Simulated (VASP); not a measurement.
Input:

```xyz
3
Lattice="2.3374 -4.0484 0.0000 2.3374 4.0484 0.0000 0.0000 0.0000 7.5729" Properties=species:S:1:pos:R:3 pbc="T T T"
Pb     2.3374    -4.0484     0.0000
I      2.3374     1.3495     1.8609
I      2.3374    -1.3495     5.7119
```

Calculation: PBE GGA, VASP's PBE PAW potentials (set 64) (plane waves; VASP). Run with 520 eV cut-off, Gaussian smearing of 0.050 eV, potentials Pb_d I.

Without a dispersion term in the relaxation, distances and binding between the weakly bound layers, chains or molecules are unreliable, and so is what depends on them. Unless said otherwise, spin-orbit coupling is left out, though it shifts the bands of the heavy elements here.

Problem. Predict the band gap (along the path) with the smallest direct gap where there is one.

Solution. 
The band gap (along the path) is 2.41 eV and the smallest direct gap (along the path) comes out as 2.47 eV.

Total energies compare only between runs with the same potentials, cut-off and functional.

The compound is PbI2 in the 1T layered structure. It was relaxed first, which changed the volume by +14 %.
